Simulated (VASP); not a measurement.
Energy against volume of KCl (rock salt). These are optB86b-vdW, VASP's PBE PAW potentials (set 64) (plane waves; VASP) values and carry that method's errors.

```
V (Å³/atom)  E (eV/atom)
-----------  -----------
28.748          -1.51833
29.665          -1.52459
30.583          -1.52678
31.500          -1.52558
32.418          -1.52151
```

Question: Fit a third-order Birch-Murnaghan equation of state.

Answer: 
- volume per atom = 30.69 Å^3/atom
- bulk modulus = 19.4 GPa
- pressure derivative of the bulk modulus = 4.90
- lattice constant a = 6.262 Å

The compound is KCl in the rock salt structure. It was relaxed first.
